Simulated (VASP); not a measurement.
Level of theory: PBE GGA, VASP's PBE PAW potentials (set 64) (plane waves; VASP).

A VASP calculation is set up with these files.

**INCAR**
```
ALGO=Normal
EDIFF=1E-7
ENCUT=400
GGA=PE
ICHARG=11
ISMEAR=0
LASPH=.TRUE.
LCHARG=.FALSE.
LMAXMIX=4
LORBIT=11
LREAL=.FALSE.
LWAVE=.FALSE.
NELM=100
PREC=Accurate
SIGMA=0.05
SYSTEM=TiCo
```

**KPOINTS**
```
k-points along high-symmetry lines
15
Line-mode
Reciprocal
  0.000000   0.000000   0.000000 ! GAMMA
  0.000000   0.500000   0.000000 ! X

  0.000000   0.500000   0.000000 ! X
  0.500000   0.500000   0.000000 ! M

  0.500000   0.500000   0.000000 ! M
  0.000000   0.000000   0.000000 ! GAMMA

  0.000000   0.000000   0.000000 ! GAMMA
  0.500000   0.500000   0.500000 ! R

  0.500000   0.500000   0.500000 ! R
  0.000000   0.500000   0.000000 ! X

  0.500000   0.500000   0.500000 ! R
  0.500000   0.500000   0.000000 ! M
```

POSCAR:
```
TiCo
1.0
  2.9658424470   0.0000000000   0.0000000000
  0.0000000000   2.9658424470   0.0000000000
  0.0000000000   0.0000000000   2.9658424470
Ti Co
1 1
Cart
  0.0000000000   0.0000000000   0.0000000000
  1.4829212235   1.4829212235   1.4829212235
```

POTCAR, in this order: Ti_sv Co (PBE.64 set). Program: vasp_std. Read from the step before: CHGCAR.

What VASP printed:

**OUTCAR**
```
 ion  position               nearest neighbor table
   1  0.000  0.000  0.000-   2 2.57   2 2.57   2 2.57   2 2.57   2 2.57   2 2.57   2 2.57   2 2.57
  LATTYP: Found a simple cubic cell.
 ALAT       =     2.9658424470
 Subroutine PRICEL returns:
 Original cell was already a primitive cell.
 Subroutine GETGRP returns: Found 48 space group operations
The static configuration has the point symmetry O_h .
The dynamic configuration has the point symmetry O_h .
 Subroutine INISYM returns: Found 48 space group operations
   k-points           NKPTS =     90   k-points in BZ     NKDIM =     90   number of bands    NBANDS=     14
   number of dos      NEDOS =    301   number of ions     NIONS =      2
   total plane-waves  NPLWV =   8000
   dimension x,y,z NGX =    20 NGY =   20 NGZ =   20
   dimension x,y,z NGXF=    40 NGYF=   40 NGZF=   40
   ions per type =               1   1
   PREC   = accura    normal or accurate (medium, high low for compatibility)
   ISTART =      0    job   : 0-new  1-cont  2-samecut
   ICHARG =     11    charge: 1-file 2-atom 10-const
   ISPIN  =      1    spin polarized calculation?
   LNONCOLLINEAR =      F non collinear calculations
   LSORBIT =      F    spin-orbit coupling
   INIWAV =      1    electr: 0-lowe 1-rand  2-diag
   ENCUT  =  400.0 eV  29.40 Ry    5.42 a.u.   4.84  4.84  4.84*2*pi/ulx,y,z
   NELM   =    100;   NELMIN=  2; NELMDL= -5     # of ELM steps
   EDIFF  = 0.1E-06   stopping-criterion for ELM
   LREAL  =      F    real-space projection
   NLSPLINE    = F    spline interpolate recip. space projectors
   LMAXMIX     =    4 max onsite mixed and CHGCAR
   VOSKOWN=      0    Vosko Wilk Nusair interpolation
   EDIFFG = 0.1E-05   stopping-criterion for IOM
   NSW    =      0    number of steps for IOM
   NBLOCK =      1;   KBLOCK =      1    inner block; outer block
   IBRION =     -1    ionic relax: 0-MD 1-quasi-New 2-CG
   NFREE  =      0    steps in history (QN), initial steepest desc. (CG)
   ISIF   =      2    stress and relaxation
   ISYM   =      2    0-nonsym 1-usesym 2-fastsym
   TEIN   =    0.0    initial temperature
   TEBEG  =    0.0;   TEEND  =   0.0 temperature during run
   SMASS  =  -3.00    Nose mass-parameter (am)
   PSTRESS=    0.0 pullay stress
   NELECT =      21.0000    total number of electrons
   EFERMI =   0.00;   METHOD = LEGACY
   ISMEAR =     0;   SIGMA  =   0.05  broadening in eV -4-tet -1-fermi 0-gaus
   IALGO  =     38    algorithm
   LDIAG  =      T    sub-space diagonalisation (order eigenvalues)
   IMIX   =      4    mixing-type and parameters
     AMIX     =   0.40;   BMIX     =  1.00
     AMIX_MAG =   1.60;   BMIX_MAG =  1.00
     AMIN     =   0.10
   GGA     = PE    functional components
   VOSKOWN =     0    Vosko Wilk Nusair interpolation
   LHFCALC =     F    Hartree Fock is set to
   LHFONE  =     F    Hartree Fock one center treatment
   AEXX    =    0.0000 exact exchange contribution
   IVDW    =     0    specifies the selected vdW correction
   LEPSILON=     F    determine dielectric tensor
   LRPA    =     F    only Hartree local field effects (RPA)
  energy-cutoff  :      400.00
  volume of cell :       26.09
      direct lattice vectors                 reciprocal lattice vectors
     2.965842447  0.000000000  0.000000000     0.337172327  0.000000000  0.000000000
     0.000000000  2.965842447  0.000000000     0.000000000  0.337172327  0.000000000
     0.000000000  0.000000000  2.965842447     0.000000000  0.000000000  0.337172327
 k-point     1 :   0.0000 0.0000 0.0000  plane waves:     461
 k-point     2 :   0.0000 0.0357 0.0000  plane waves:     461
 k-point     3 :   0.0000 0.0714 0.0000  plane waves:     461
 k-point     4 :   0.0000 0.1071 0.0000  plane waves:     465
 k-point     5 :   0.0000 0.1429 0.0000  plane waves:     465
 k-point     6 :   0.0000 0.1786 0.0000  plane waves:     474
 k-point     7 :   0.0000 0.2143 0.0000  plane waves:     478
 k-point     8 :   0.0000 0.2500 0.0000  plane waves:     470
 k-point     9 :   0.0000 0.2857 0.0000  plane waves:     478
 k-point    10 :   0.0000 0.3214 0.0000  plane waves:     470
 k-point    11 :   0.0000 0.3571 0.0000  plane waves:     474
...
```

### OSZICAR
```
       N       E                     dE             d eps       ncg     rms          rms(c)
DAV:   1     0.134810527101E+03    0.13481E+03   -0.92712E+03  2528   0.162E+03
DAV:   2    -0.762338567886E+01   -0.14243E+03   -0.13993E+03  2586   0.379E+02
DAV:   3    -0.156697455209E+02   -0.80464E+01   -0.79683E+01  3878   0.987E+01
DAV:   4    -0.159020112733E+02   -0.23227E+00   -0.23120E+00  3062   0.137E+01
DAV:   5    -0.159108058769E+02   -0.87946E-02   -0.87944E-02  3648   0.243E+00
DAV:   6    -0.159109253932E+02   -0.11952E-03   -0.11952E-03  3052   0.271E-01
DAV:   7    -0.159109284766E+02   -0.30834E-05   -0.30841E-05  3836   0.410E-02
DAV:   8    -0.159109285185E+02   -0.41866E-07   -0.41373E-07  2986   0.470E-03
   1 F= -.15910929E+02 E0= -.15908247E+02  d E =-.536258E-02
```

**OUTCAR**
```
 val. band max:        9.9541509345   @ k =   0.5000   0.5000   0.2857

 cond. band min:       9.9812062356   @ k =   0.2143   0.5000   0.0000



 k-point     1 :       0.0000    0.0000    0.0000
  band No.  band energies     occupation
      1     -46.9897      2.00000
      2     -23.0853      2.00000
      3     -23.0853      2.00000
      4     -23.0853      2.00000
      5       2.4515      2.00000
      6       6.3338      2.00000
      7       6.3338      2.00000
      8       8.6956      2.00000
      9       8.6956      2.00000
     10       8.6956      2.00000
     11      10.9679      0.00000
     12      10.9679      0.00000
     13      12.9470      0.00000
     14      12.9470      0.00000

 k-point     2 :       0.0000    0.0357    0.0000
  band No.  band energies     occupation
      1     -46.9892      2.00000
      2     -23.0894      2.00000
      3     -23.0850      2.00000
      4     -23.0850      2.00000
      5       2.4774      2.00000
      6       6.3455      2.00000
      7       6.3460      2.00000
      8       8.6937      2.00000
      9       8.6937      2.00000
     10       8.7003      2.00000
     11      10.9544      0.00000
     12      10.9733      0.00000
     13      12.9097      0.00000
     14      12.9105      0.00000

 k-point     3 :       0.0000    0.0714    0.0000
  band No.  band energies     occupation
      1     -46.9879      2.00000
      2     -23.1015      2.00000
      3     -23.0842      2.00000
      4     -23.0842      2.00000
      5       2.5546      2.00000
      6       6.3803      2.00000
      7       6.3819      2.00000
      8       8.6883      2.00000
      9       8.6883      2.00000
     10       8.7143      2.00000
     11      10.9142      0.00000
     12      10.9888      0.00000
     13      12.8029      0.00000
     14      12.8030      0.00000

 k-point     4 :       0.0000    0.1071    0.0000
  band No.  band energies     occupation
      1     -46.9860      2.00000
...
```

The density is held fixed in this step, so its total energy and stress have no physical meaning.

The compound is TiCo in the CsCl type structure. It was relaxed first. The run is not spin-polarised, so no magnetic state was tried. The electron count is odd and the run is not spin-polarised, which forces a metal.
